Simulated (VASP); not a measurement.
Data:

```
BiB
1.0
    0.00000     2.52882     2.52882
    2.52882     0.00000     2.52882
    2.52882     2.52882     0.00000
B Bi
1 1
Direct
  0.00000   0.00000   0.00000
  0.50000   0.50000   0.50000
```

Level of theory: PBEsol GGA, VASP's PBE PAW potentials (set 64) (plane waves; VASP). Numerical set-up: 620 eV cut-off, 12×12×12 Γ-centred mesh, first-order Methfessel-Paxton smearing of 0.10 eV, potentials B Bi_d.

Energy and stress use the plane-wave basis of the starting cell.

The ions, cell shape and volume at an external pressure of 20.0 GPa are relaxed. Give the cell that the relaxation ends in.

```
BiB
1.0
    0.00000     2.47420     2.47420
    2.47420     0.00000     2.47420
    2.47420     2.47420     0.00000
B Bi
1 1
Direct
  0.00000   0.00000   0.00000
  0.50000   0.50000   0.50000
```
Space group Fm-3m (225), at a tolerance of 0.03 Å.

How do energy and volume change from the first to the last step?

The energy (σ→0) changes by +94.1 meV/atom and the volume by -6.3 %, in 4 ionic steps.

The structure was generated: BBi was put into the rock salt type (Fm-3m), which need not be its known phase. This run relaxes it under an external pressure of 20 GPa. Symmetry was kept, so distortions that lower it aren't found.
